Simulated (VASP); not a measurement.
Method: PBE GGA, VASP's PBE PAW potentials (set 64) (plane waves; VASP).

A VASP calculation is set up with these files.

**INCAR**
```
LORBIT=11   # lm-projected
GGA=PE   # PBE
ENCUT=520   # plane-wave cut-off (eV)
LASPH=.TRUE.   # aspherical one-centre terms
ALGO=Normal   # blocked Davidson
SYSTEM=SrO
LREAL=.FALSE.
PREC=Accurate
LWAVE=.FALSE.
NELM=100   # most electronic steps
ISMEAR=-5   # tetrahedra, Bloechl
NEDOS=601   # DOS grid
LMAXMIX=4
LCHARG=.TRUE.
EDIFF=1E-7
ISIF=2   # forces and stress, cell fixed
```

File KPOINTS:
```
Automatic mesh
0
G
 10 10 10
```

POSCAR:
```
SrO
1
    0.0000000000     2.6030289479     2.6030289479
    2.6030289479    -0.0000000000     2.6030289479
    2.6030289479     2.6030289479     0.0000000000
Sr O
1 1
Direct
  1.0000000000   1.0000000000   1.0000000000
  0.5000000000   0.5000000000   0.5000000000
```

POTCAR, in this order: Sr_sv O (PBE.64 set). Program: vasp_std.

### Question
Estimate the energy per atom (σ→0), band gap (on the k-mesh).

### Answer

```yaml
energy per atom (σ→0): -6.028 eV/atom
band gap (on the k-mesh): 3.28 eV
```

### OSZICAR
```
...
DAV:   9    -0.120542996039E+02   -0.49669E-03   -0.13670E-02  1564   0.991E-01    0.220E-01
DAV:  10    -0.120549984249E+02   -0.69882E-03   -0.12043E-03  1192   0.353E-01    0.635E-02
DAV:  11    -0.120551251716E+02   -0.12675E-03   -0.22180E-04  1348   0.129E-01    0.472E-02
DAV:  12    -0.120551383265E+02   -0.13155E-04   -0.26145E-05  1268   0.520E-02    0.225E-02
DAV:  13    -0.120551377298E+02    0.59670E-06   -0.41977E-06  1384   0.234E-02    0.251E-03
DAV:  14    -0.120551375705E+02    0.15922E-06   -0.45389E-07  1388   0.627E-03    0.144E-03
DAV:  15    -0.120551374885E+02    0.82044E-07   -0.32206E-08   816   0.178E-03
   1 F= -.12055137E+02 E0= -.12055137E+02  d E =0.000000E+00
```

The structure was generated: SrO was put into the rock salt type (Fm-3m), which need not be its known phase. It was relaxed first, which changed the volume by -21 %.
